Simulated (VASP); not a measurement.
VASP input:

### KPOINTS
```
k-points along high-symmetry lines
6
Line-mode
Reciprocal
  0.000000   0.000000   0.000000 ! GAMMA
  0.500000   0.000000   0.500000 ! X

  0.500000   0.000000   0.500000 ! X
  0.625000   0.250000   0.625000 ! U

  0.375000   0.375000   0.750000 ! K
  0.000000   0.000000   0.000000 ! GAMMA

  0.000000   0.000000   0.000000 ! GAMMA
  0.500000   0.500000   0.500000 ! L

  0.500000   0.500000   0.500000 ! L
  0.500000   0.250000   0.750000 ! W

  0.500000   0.250000   0.750000 ! W
  0.500000   0.000000   0.500000 ! X
```

### POSCAR
```
NaI
1
    0.0000000000     3.2350000000     3.2350000000
    3.2350000000     0.0000000000     3.2350000000
    3.2350000000     3.2350000000     0.0000000000
Na I
1 1
Direct
  0.0000000000   0.0000000000   0.0000000000
  0.5000000000   0.5000000000   0.5000000000
```

**INCAR**
```
SYSTEM = NaI
PREC = Accurate
ENCUT = 400
EDIFF = 1E-6
NELM = 100
ALGO = Normal
LREAL = .FALSE.
LASPH = .TRUE.
ISMEAR = 0
SIGMA = 0.05
GGA = PE
LMAXMIX = 4
LWAVE = .FALSE.
LCHARG = .FALSE.
ISIF = 2
```

POTCAR, in this order: Na_pv I (PBE.64 set). Program: vasp_std.

Output of the run:

**standard output**
```
 POSCAR found type information on POSCAR NaI
 POSCAR found :  2 types and       2 ions
 Reading from existing POTCAR
 Reading from existing POTCAR
 LDA part: xc-table for (Slater+PW92), standard interpolation
 POSCAR, INCAR and KPOINTS ok, starting setup
 WAVECAR not read
 entering main loop
       N       E                     dE             d eps       ncg     rms          rms(c)
DAV:   1     0.699533970455E+02    0.69953E+02   -0.60554E+03   808   0.928E+02
DAV:   2     0.444339353397E+00   -0.69509E+02   -0.65615E+02   876   0.213E+02
DAV:   3    -0.487236946743E+01   -0.53167E+01   -0.52943E+01   960   0.622E+01
DAV:   4    -0.501674728516E+01   -0.14438E+00   -0.14432E+00   989   0.109E+01
DAV:   5    -0.502068064347E+01   -0.39334E-02   -0.39332E-02   942   0.172E+00    0.172E+00
DAV:   6    -0.492902411956E+01    0.91657E-01   -0.12462E-01   903   0.219E+00    0.120E+00
DAV:   7    -0.491544595591E+01    0.13578E-01   -0.10858E-01   900   0.192E+00    0.732E-01
DAV:   8    -0.491885563588E+01   -0.34097E-02   -0.75190E-03   855   0.816E-01    0.216E-01
DAV:   9    -0.491879789104E+01    0.57745E-04   -0.25149E-04   909   0.169E-01    0.424E-02
DAV:  10    -0.491881692966E+01   -0.19039E-04   -0.55067E-05   915   0.855E-02    0.973E-03
DAV:  11    -0.491881701674E+01   -0.87082E-07   -0.60565E-06   876   0.263E-02
   1 F= -.49188170E+01 E0= -.49188170E+01  d E =-.467516E-18
```

**OUTCAR**
```
------------------------ aborting loop because EDIFF is reached ----------------------------------------
  FORCE on cell =-STRESS in cart. coord.  units (eV):
  Direction    XX          YY          ZZ          XY          YZ          ZX
  --------------------------------------------------------------------------------------
  Total        0.9761613      0.9761613      0.9761613     -0.0000000     -0.0000000      0.0000000
  in kB       23.0982622     23.0982622     23.0982622     -0.0000000     -0.0000000      0.0000000
  external PRESSURE =      23.0982622 kB  Pullay stress =       0.0000000 kB
  volume of cell :       67.71
      direct lattice vectors                 reciprocal lattice vectors
     0.000000000  3.235000000  3.235000000    -0.154559505  0.154559505  0.154559505
     3.235000000  0.000000000  3.235000000     0.154559505 -0.154559505  0.154559505
     3.235000000  3.235000000  0.000000000     0.154559505  0.154559505 -0.154559505
  FREE ENERGIE OF THE ION-ELECTRON SYSTEM (eV)
  ---------------------------------------------------
  free  energy   TOTEN  =        -4.9188170167 eV

  energy  without entropy=       -4.9188170167  energy(sigma->0) =       -4.91881702
```
(Selected blocks of OUTCAR.)

Problem. The run ends quietly. Is anything wrong with it?

Solution. The cause: a line-mode KPOINTS file was used for a self-consistent run. The run ends without an error. Against the sound run, the energy per atom (σ→0) rises by 0.233 eV/atom; the pressure goes up by 1.95 GPa. To mend it, correct KPOINTS.
KPOINTS:
```
Automatic mesh
0
Gamma
6 6 6
0 0 0
```
The mended run (PBE GGA, plane waves, VASP's PBE PAW potentials (set 64)) converges, and its OSZICAR ends with
```
   1 F= -.53844855E+01 E0= -.53844855E+01  d E =-.174561E-15
```

The compound is NaI in the rock salt structure. The cell was not relaxed at this level.
